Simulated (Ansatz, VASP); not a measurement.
# NiS2 (Vaesite): VASP beside Ansatz, part 3 of 3

Aim: how closely do two programs agree when they are given the same cell, functional and k mesh? Of the first pair: The structure shown is the end of the VASP relaxation below. Valence electrons are named where the data sets of a main pair hold unlike numbers.

VASP 6.6.1 and Ansatz 0.2.0.

So far. Step 3 (Ansatz: single point, r2SCAN): The run ends at a pressure of 0.60 GPa, with forces up to 0.12 eV/Å.

In doubt: warnings of the run leave room for a lower electronic state (step 7), so energies may not be the lowest and differences between runs may mislead.

## (6) VASP: band structure, r2SCAN (continued)

Level of this step: r2SCAN, spin-polarised from a ferromagnetic start; plane waves and PAW (Ni, S) (VASP).

Numbers of over 12 decimals in the logs are rounded to 6 here.

From OUTCAR (step 6):

```text
  Total       -0.1089076     -0.1089076     -0.1089076     -0.0000000     -0.0000000      0.0000000
  in kB       -0.9461718     -0.9461718     -0.9461718     -0.0000000     -0.0000000      0.0000000
  external PRESSURE =      -0.9461718 kB  Pullay stress =       0.0000000 kB

 POSITION                                       TOTAL-FORCE (eV/Angst)
 -----------------------------------------------------------------------------------
      0.00000      0.00000      0.00000         0.000000      0.000000     -0.000000
      2.84601      0.00000      2.84601         0.000000      0.000000     -0.000000
      2.84601      2.84601      0.00000         0.000000      0.000000     -0.000000
      0.00000      2.84601      2.84601         0.000000      0.000000     -0.000000
      2.24907      2.24907      2.24907        -0.004451     -0.004451     -0.004451
      0.59694      3.44294      5.09508         0.004451      0.004451     -0.004451
      5.09508      0.59694      3.44294        -0.004451      0.004451      0.004451
      3.44294      5.09508      0.59694         0.004451     -0.004451      0.004451
      3.44294      3.44294      3.44294         0.004451      0.004451      0.004451
      5.09508      2.24907      0.59694        -0.004451     -0.004451      0.004451
      0.59694      5.09508      2.24907         0.004451     -0.004451     -0.004451
      2.24907      0.59694      5.09508        -0.004451      0.004451     -0.004451
 -----------------------------------------------------------------------------------
    total drift:                               -0.000000      0.000000     -0.000000

  FREE ENERGIE OF THE ION-ELECTRON SYSTEM (eV)
  ---------------------------------------------------
  free  energy   TOTEN  =      -116.6914622217 eV

  energy  without entropy=     -116.6858520930  energy(sigma->0) =     -116.68865716

[... 1 part as in an earlier step ...]

[... 3 further parts left out ...]
[key lines of the parts left out:]
E-fermi :   7.8221
```

The run ends at a pressure of -0.09 GPa, with forces up to 0.0077 eV/Å.

## (7) Ansatz: band structure, r2SCAN

The same cell, functional, mesh and smearing now go to Ansatz, which takes its cutoff from its data sets.

The cell is taken from a series of VASP runs on this material, whose earlier steps may have relaxed, scaled or displaced it; both programs get it as it stands.

Input file input.yaml:

```yaml
crystal:
  lattice:
    - [5.6920170235, 0.0, 0.0]
    - [0.0, 5.6920170235, 0.0]
    - [0.0, 0.0, 5.6920170235]
  atoms:
    - { symbol: Ni, position: [0.0, 0.0, 0.0], spin: 1.358 }
    - { symbol: Ni, position: [0.5, 0.0, 0.5], spin: 1.358 }
    - { symbol: Ni, position: [0.5, 0.5, 0.0], spin: 1.358 }
    - { symbol: Ni, position: [0.0, 0.5, 0.5], spin: 1.358 }
    - { symbol: S, position: [0.3951274427, 0.3951274427, 0.3951274427], spin: 0.199 }
    - { symbol: S, position: [0.1048725573, 0.6048725573, 0.8951274427], spin: 0.199 }
    - { symbol: S, position: [0.8951274427, 0.1048725573, 0.6048725573], spin: 0.199 }
    - { symbol: S, position: [0.6048725573, 0.8951274427, 0.1048725573], spin: 0.199 }
    - { symbol: S, position: [0.6048725573, 0.6048725573, 0.6048725573], spin: 0.199 }
    - { symbol: S, position: [0.8951274427, 0.3951274427, 0.1048725573], spin: 0.199 }
    - { symbol: S, position: [0.1048725573, 0.8951274427, 0.3951274427], spin: 0.199 }
    - { symbol: S, position: [0.3951274427, 0.1048725573, 0.8951274427], spin: 0.199 }
hamiltonian:
  xc: r2scan
  pseudopotentials: { kind: paw }
magnetization:
  spin_polarized: true
kpoints:
  mp_grid: { grid: [4, 4, 4] }
  band_path:
    path:
      - [0.0, 0.0, 0.0]
      - [0.0, 0.09091, 0.0]
      - [0.0, 0.18182, 0.0]
      - [0.0, 0.31818, 0.0]
      - [0.0, 0.40909, 0.0]
      - [0.0, 0.5, 0.0]
      - [0.09091, 0.5, 0.0]
      - [0.22727, 0.5, 0.0]
      - [0.31818, 0.5, 0.0]
      - [0.45455, 0.5, 0.0]
      - [0.5, 0.5, 0.0]
      - [0.40909, 0.40909, 0.0]
      - [0.27273, 0.27273, 0.0]
      - [0.18182, 0.18182, 0.0]
      - [0.04545, 0.04545, 0.0]
      - [0.0, 0.0, 0.0]
      - [0.13636, 0.13636, 0.13636]
      - [0.22727, 0.22727, 0.22727]
      - [0.36364, 0.36364, 0.36364]
      - [0.45455, 0.45455, 0.45455]
      - [0.5, 0.5, 0.5]
      - [0.36364, 0.5, 0.36364]
      - [0.27273, 0.5, 0.27273]
      - [0.13636, 0.5, 0.13636]
      - [0.04545, 0.5, 0.04545]
      - [0.5, 0.5, 0.04545]
      - [0.5, 0.5, 0.13636]
      - [0.5, 0.5, 0.27273]
      - [0.5, 0.5, 0.36364]
      - [0.5, 0.5, 0.5]
    npoints: 1
scf:
  occupations: { method: gaussian, width: 0.05 }
  n_extra_bands: 17
output:
  forces: true
  stress: true
  eigenvalues: true
```

The run is started by

```console
$ ansatz run input.yaml --threads 4 --pin off --max-ram 9216MiB --backend cpu --events-out ev --progress --plain --runs-dir out
```

The program printed:

```text
[...]
Crystal: 12 atoms, lattice volume = 184.416 Å³
Basis set: ecut = 500 eV, 4697 PW (Γ), exchange–correlation on 180×180×180 points (64 copies of the dense FFT grid, shifted against one another)
Bands: 77, of which v1, the nominal top of the filled ones, is band 60 counted from 1 (59 counted from 0)
Symmetry: 24 space group operations
[...]
k-point 1 ↑: bands = [... 56 lower, 8.3283, 8.5044, 8.5460, 10.2616, 10.3234, 10.3927, 10.7436, 11.2404, ... 13 higher]
  k-point 2 ↑: bands = [... 56 lower, 8.6197, 8.6197, 9.3272, 9.3272, 9.6188, 9.6188, 10.9675, 10.9675, ... 13 higher]
  k-point 10 ↓: bands = [... 56 lower, 11.0063, 11.0063, 11.0063, 11.0063, 11.6003, 11.6003, 11.6003, 11.6003, ... 13 higher]
[key lines of the parts left out:]
SCF converged after 18 iterations
Magnetization: 7.7436 μB (63.8718 up, 56.1282 down)
Free energy (F): -30632.495112 eV
Fermi energy:    11.032064 eV
P = ⅓ Tr σ = 0.5981 GPa (5.981 kbar)
```

The job ended after 66 s (4 threads of Arm Neoverse N1, shared host; peak memory 1.3 GiB).

## (8) Comparison

What differs besides the data sets and the points named for the pairs above, as far as they apply: the data sets hold 120 valence electrons in Ansatz (on its default PAW (the set named soft_2) files) and 88 in VASP. Total energies have different zeros and are not compared.

The two programs side by side:

| quantity | Ansatz | VASP | difference |
| --- | --- | --- | --- |
| pressure (GPa) | 0.60 | -0.09 | +0.69 |
| pressure without Ansatz's Pulay correction (GPa) | 0.52 | -0.09 | +0.61 |
| total moment (μB) | 7.74 | 7.68 | +0.07 |
| moment on Ni1 (μB) | 1.41 | 1.36 | +0.05 |
| moment on Ni2 (μB) | 1.41 | 1.36 | +0.05 |
| moment on Ni3 (μB) | 1.41 | 1.36 | +0.05 |
| moment on Ni4 (μB) | 1.41 | 1.36 | +0.05 |
| moment on S5 (μB) | 0.17 | 0.20 | -0.03 |
| moment on S6 (μB) | 0.17 | 0.20 | -0.03 |
| moment on S7 (μB) | 0.17 | 0.20 | -0.03 |
| moment on S8 (μB) | 0.17 | 0.20 | -0.03 |

At this near-relaxed geometry the largest component of a force difference is 65 meV/Å. Ansatz's pressure holds a Pulay correction of 0.08 GPa; VASP's holds none.

## (9) Further runs

Further runs change the set-up of one program: Ansatz's method, potentials or start, or VASP's data sets, cutoff or form of LDA. The table gives Ansatz less VASP for each quantity, since a change that brings one quantity closer may part another.

| run | r.m.s. force difference (meV/Å) | pressure (GPa) | total moment (μB) | pressure without Ansatz's Pulay correction (GPa) |
| --- | --- | --- | --- | --- |
| as above | 53 | 0.69 | 0.068 | 0.61 |
| cores kept as stored | 50 | 0.65 | 0.069 | 0.57 |
| Ansatz's larger PAW set (cutoff 1080 eV) | 52 | 0.84 | 0.074 |  |
| norm-conserving potentials (cutoff 1400 eV) | 54 | 0.65 | 0.074 |  |

## (10) What came out

```
r.m.s. force difference (single point, r2SCAN)   : 53 meV/Å
difference in pressure (single point, r2SCAN)    : 0.70 GPa
r.m.s. force difference (band structure, r2SCAN) : 53 meV/Å
difference in pressure (band structure, r2SCAN)  : 0.69 GPa
```

The r.m.s. force difference is 53 meV/Å (band structure, r2SCAN), beyond the 12 meV/Å picked in this series as the mark of a large difference. The data sets hold unlike numbers of valence electrons (120 in Ansatz and 88 in VASP), so part of the differences comes from the potentials. For single point, r2SCAN, no further run moves any of the tabulated differences by more than a quarter of its size. For band structure, r2SCAN, no further run moves any of the tabulated differences by more than a quarter of its size. 2 further runs of this series are not shown here. Such differences can come from data sets, numerical settings and the points named under the comparisons, not from the functional's error against experiment.

[Lines on the potential files, build, host, timing and source positions are cut from VASP's logs without a mark.]

[Logs are printed without paths, hosts, clocks, repeated set-up lines and the standing remarks that a program may print on its own settings, such as how far it seeks lower states.]

[Hosts, paths, dates, database ids (printed as entryN), source tags and the programs' standing remarks are cut or masked in the printed files.]
